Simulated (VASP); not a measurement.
Computed with PBE GGA, VASP's PBE PAW potentials (set 64) (plane waves; VASP 6.6.1).

The input files of a VASP run:

### POSCAR
```
GaP
1.0
  0.0000000000   2.7504981289   2.7504981289
  2.7504981289   0.0000000000   2.7504981289
  2.7504981289   2.7504981289   0.0000000000
Ga P
1 1
Cart
  0.0000000000   0.0000000000   0.0000000000
  1.3752490644   1.3752490644   1.3752490644
```

**INCAR**
```
! general
SYSTEM  = GaP
PREC    = Accurate
ENCUT   = 500   ! plane-wave cut-off (eV)
LREAL   = .FALSE.
LASPH   = .TRUE.   ! aspherical one-centre terms

! electronic loop
EDIFF   = 1E-6   ! SCF stop (eV)
NELM    = 100
ALGO    = Normal   ! blocked Davidson
LMAXMIX = 4   ! l cut-off of mixed one-centre charges

! smearing
ISMEAR  = 0   ! Gaussian
SIGMA   = 0.05

! functional
GGA     = PE   ! PBE

! ions
IBRION  = 2   ! conjugate gradients
NSW     = 40   ! most ionic steps
ISIF    = 3   ! ions, shape and volume
EDIFFG  = -0.02   ! ionic stop

! output
LWAVE   = .FALSE.
LCHARG  = .FALSE.
```

### KPOINTS
```
Automatic mesh
0
Gamma
8 8 8
0 0 0
```

POTCAR, in this order: Ga_d P (PBE.64 set). Program: vasp_std.

The resulting files:

OUTCAR:
```
 ion  position               nearest neighbor table
   1  0.000  0.000  0.000-   2 2.38   2 2.38   2 2.38   2 2.38
   2  0.250  0.250  0.250-   1 2.38   1 2.38   1 2.38   1 2.38
  LATTYP: Found a face centered cubic cell.
 ALAT       =     5.5009962578
 Subroutine PRICEL returns:
 Original cell was already a primitive cell.
 Subroutine GETGRP returns: Found 24 space group operations
The static configuration has the point symmetry T_d .
The dynamic configuration has the point symmetry T_d .
 Subroutine INISYM returns: Found 24 space group operations
 Subroutine IBZKPT returns following result:
 Found     29 irreducible k-points:

 Following reciprocal coordinates:
            Coordinates               Weight
  0.000000  0.000000  0.000000      1.000000
  0.125000  0.000000  0.000000      8.000000
  0.250000  0.000000  0.000000      8.000000
  0.375000  0.000000  0.000000      8.000000
  0.500000  0.000000  0.000000      4.000000
  0.125000  0.125000  0.000000      6.000000
  0.250000  0.125000  0.000000     24.000000
  0.375000  0.125000  0.000000     24.000000
  0.500000  0.125000  0.000000     24.000000
...
```

File OSZICAR:
```
       N       E                     dE             d eps       ncg     rms          rms(c)
DAV:   1     0.800149918710E+02    0.80015E+02   -0.92350E+03   762   0.191E+03
DAV:   2    -0.305002826609E+01   -0.83065E+02   -0.80335E+02   819   0.323E+02
DAV:   3    -0.927375105486E+01   -0.62237E+01   -0.61923E+01   959   0.755E+01
DAV:   4    -0.938438169431E+01   -0.11063E+00   -0.11057E+00   897   0.111E+01
DAV:   5    -0.938690725477E+01   -0.25256E-02   -0.25255E-02   945   0.143E+00    0.413E+00
DAV:   6    -0.914923702063E+01    0.23767E+00   -0.46624E-01  1136   0.124E+01    0.271E+00
DAV:   7    -0.912475512807E+01    0.24482E-01   -0.10926E-01   965   0.242E+00    0.110E+00
DAV:   8    -0.912490803237E+01   -0.15290E-03   -0.14116E-02   874   0.177E+00    0.152E-01
DAV:   9    -0.912528781613E+01   -0.37978E-03   -0.15770E-03   968   0.691E-01    0.915E-02
DAV:  10    -0.912535582980E+01   -0.68014E-04   -0.13187E-04  1086   0.123E-01    0.455E-02
DAV:  11    -0.912543130954E+01   -0.75480E-04   -0.11533E-04   824   0.113E-01    0.690E-03
DAV:  12    -0.912543048596E+01    0.82358E-06   -0.46192E-06   934   0.356E-02
   1 F= -.91254305E+01 E0= -.91254305E+01  d E =-.912543E+01
```

File OUTCAR:
```
------------------------ aborting loop because EDIFF is reached ----------------------------------------
  FORCE on cell =-STRESS in cart. coord.  units (eV):
  Direction    XX          YY          ZZ          XY          YZ          ZX
  --------------------------------------------------------------------------------------
  Total        0.0368477      0.0368477      0.0368477     -0.0000000      0.0000000     -0.0000000
  in kB        1.4185906      1.4185906      1.4185906     -0.0000000      0.0000000     -0.0000000
  external PRESSURE =       1.4185906 kB  Pullay stress =       0.0000000 kB
  volume of cell :       41.62
      direct lattice vectors                 reciprocal lattice vectors
     0.000000000  2.750498129  2.750498129    -0.181785254  0.181785254  0.181785254
     2.750498129  0.000000000  2.750498129     0.181785254 -0.181785254  0.181785254
     2.750498129  2.750498129  0.000000000     0.181785254  0.181785254 -0.181785254
  FREE ENERGIE OF THE ION-ELECTRON SYSTEM (eV)
  ---------------------------------------------------
  free  energy   TOTEN  =        -9.1254304860 eV

  energy  without entropy=       -9.1254304860  energy(sigma->0) =       -9.12543049

 reached required accuracy - stopping structural energy minimisation
```
(Selected blocks of OUTCAR.)

The compound is GaP in the zinc blende structure. It was relaxed first.
